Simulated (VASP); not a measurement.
VASP, PAW. Cohesive energy of InAs (zinc blende) (static; atoms at Hund's-rule spin).

```json
[
 {"level": "r2SCAN", "cohesive energy (eV/atom)": "3.02"},
 {"level": "LDA", "cohesive energy (eV/atom)": "3.79"}
]
```

### Question
Estimate the cohesive energy from PBEsol, PBE, RPBE.

### Answer

```json
{
  "PBEsol": "3.26 eV/atom",
  "PBE": "2.88 eV/atom",
  "RPBE": "2.50 eV/atom"
}
```

Only levels that ran to the end are used. Left out are those held back, those with too coarse a band path, GW runs whose mesh misses a band edge, hybrids' fits of cells that aren't cubic and levels without matching references; a question may draw on a part of the rest.
